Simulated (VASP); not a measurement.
A convergence study with VASP on Pd (fcc): one setting is varied, all else stays as given below, so the limit is that of these other settings.

```
CELL_PARAMETERS angstrom
      0.00000     1.94500     1.94500
      1.94500     0.00000     1.94500
      1.94500     1.94500     0.00000
ATOMIC_POSITIONS crystal
  Pd 0.00000 0.00000 0.00000
```

Calculation: PBE GGA, VASP's PBE PAW potentials (set 64) (plane waves; VASP). The tightest run used: 550 eV cut-off, 22×22×22 Monkhorst-Pack mesh, first-order Methfessel-Paxton smearing of 0.10 eV, potentials Pd.

Q: The settings run are 1×1×1 mesh; 2×2×2 mesh; 3×3×3 mesh; 4×4×4 mesh; 5×5×5 mesh; 6×6×6 mesh; 7×7×7 mesh; 8×8×8 mesh; 9×9×9 mesh; 10×10×10 mesh; 11×11×11 mesh; 12×12×12 mesh; 13×13×13 mesh; 14×14×14 mesh; 15×15×15 mesh; 16×16×16 mesh; 17×17×17 mesh; 18×18×18 mesh; 19×19×19 mesh; 20×20×20 mesh; 21×21×21 mesh; 22×22×22 mesh. From which on does the stress (every component) stay within 0.2 GPa of the tightest run?

A: From 16×16×16 mesh on: it is off by 0.05 there and by no more than 0.2 in any finer run, while 15×15×15 mesh is off by 0.24.
```
setting        E (eV/atom)  pressure (GPa)  irreducible k-points  difference judged (GPa)
-------------  -----------  --------------  --------------------  -----------------------
1×1×1 mesh        -12.5614          -58.90                     1                    66.01
2×2×2 mesh         -5.4531            5.08                     2                     2.03
3×3×3 mesh         -4.3421           19.93                     4                    12.82
4×4×4 mesh         -5.1810            7.62                    10                     0.51
5×5×5 mesh         -5.0418            9.59                    10                     2.48
6×6×6 mesh         -5.2111            6.82                    28                     0.29
7×7×7 mesh         -5.2083            7.91                    20                     0.80
8×8×8 mesh         -5.2016            7.26                    60                     0.15
9×9×9 mesh         -5.2102            6.63                    35                     0.48
10×10×10 mesh      -5.2008            7.01                   110                     0.10
11×11×11 mesh      -5.1896            7.51                    56                     0.40
12×12×12 mesh      -5.2060            7.09                   182                     0.02
13×13×13 mesh      -5.2075            7.25                    84                     0.14
14×14×14 mesh      -5.2022            7.12                   280                     0.01
15×15×15 mesh      -5.2102            6.87                   120                     0.24
16×16×16 mesh      -5.2043            7.06                   408                     0.05
17×17×17 mesh      -5.1975            7.07                   165                     0.04
18×18×18 mesh      -5.2032            7.11                   570                     0.01
19×19×19 mesh      -5.2018            7.26                   220                     0.15
20×20×20 mesh      -5.2036            7.06                   770                     0.05
21×21×21 mesh      -5.2060            7.08                   286                     0.03
22×22×22 mesh      -5.2036            7.11                  1012                     0.00
```

Left out are rungs that failed or repeat a setting and relaxations that didn't move; long series are thinned to 24 rows.

The compound is Pd in the fcc structure. The cell was not relaxed at this level.
